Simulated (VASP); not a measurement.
Here is the system:

```yaml
crystal:
  lattice:
    - [1.66988, -2.89231, 0.00000]
    - [1.66988, 2.89231, 0.00000]
    - [0.00000, 0.00000, 5.58258]
  atoms:
    - { symbol: Ti, position: [0.00000, 0.00000, 0.00000] }
    - { symbol: S, position: [0.33333, 0.66667, 0.25000] }
    - { symbol: S, position: [0.66667, 0.33333, 0.75000] }
```

The numbers are results of PBE GGA, VASP's PBE PAW potentials (set 64) (plane waves; VASP 6.6.1), not measurements. Run with 300 eV cut-off, 11×11×6 Γ-centred mesh, Fermi-Dirac smearing of 0.10 eV, potentials Ti_sv S.

Task: Give the energies of bands 7 to 15 at the high-symmetry points, in eV from the Fermi level.

Result: 
```
band      Γ      M      K      A      L      H
----  -----  -----  -----  -----  -----  -----
7     -5.65  -5.50  -4.46  -3.98  -5.61  -4.64
8     -2.89  -3.88  -4.34  -2.85  -4.72  -4.64
9     -2.89  -3.08  -4.34  -2.85  -2.96  -3.95
10     0.04  -2.79  -2.76  -2.59  -2.94  -3.18
11     0.18  -2.74  -2.76  -0.01  -1.25  -2.27
12     0.18  -1.60  -2.40  -0.01  -1.23  -2.27
13     0.56   0.26   1.31   0.54  -0.07   1.33
14     0.56   1.73   2.01   0.54   1.72   1.63
15     0.99   2.19   2.01   1.72   2.15   1.63
```

It has no gap at this level: it comes out as a metal or semimetal.

The structure is a typed TiS2 crystal. The cell was not relaxed at this level.
